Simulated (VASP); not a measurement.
Input:

```xyz
3
Lattice="2.1165 -3.6659 0.0000 2.1165 3.6659 0.0000 0.0000 0.0000 6.9972" Properties=species:S:1:pos:R:3 pbc="T T T"
Mg     0.0000     0.0000     0.0000
I      2.1165     1.2220     1.6933
I      2.1165    -1.2220     5.3039
```

Computed with PBE GGA, VASP's PBE PAW potentials (set 64) (plane waves; VASP 6.6.1). Run with 400 eV cut-off, 6×6×3 Γ-centred mesh, Gaussian smearing of 0.050 eV, potentials Mg I.

Predict the energy per atom (σ→0), largest force.

- energy per atom (σ→0) = -2.570 eV/atom
- largest force = 0.217 eV/Å

Total energies compare only between runs with the same potentials, cut-off and functional.

The compound is MgI2 in the 1T layered structure. The cell was not relaxed at this level.
